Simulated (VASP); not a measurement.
Here is the system:

```
CuNi
1.0
    1.29115    -2.04271     0.00000
    1.29115     2.04271     0.00000
    0.00000     0.00000     4.10200
Cu Ni
1 1
Direct
  0.50000   0.50000   0.50000
  0.00000   0.00000   0.00000
```

These are PBEsol GGA, VASP's PBE PAW potentials (set 64) (plane waves; VASP 6.6.1) values and carry that method's errors. Settings: 400 eV cut-off, 18×18×10 Γ-centred mesh, tetrahedra with Blöchl corrections, potentials Cu Ni.

The run has a spin-polarised start.

Task: Predict the cell moment, energy per atom (σ→0), band gap (on the k-mesh) with the smallest direct gap where there is one.

Result: 
```
Property                                                    Result
------------------------  ----------------------------------------
band gap (on the k-mesh)  none (metal, semimetal or under 0.01 eV)
cell moment                                                0.00 μB
energy per atom (σ→0)                               -5.161 eV/atom
```

The structure comes from a computed database's CuNi entry (Cmmm); how it stands against other phases isn't given here. It was relaxed first.
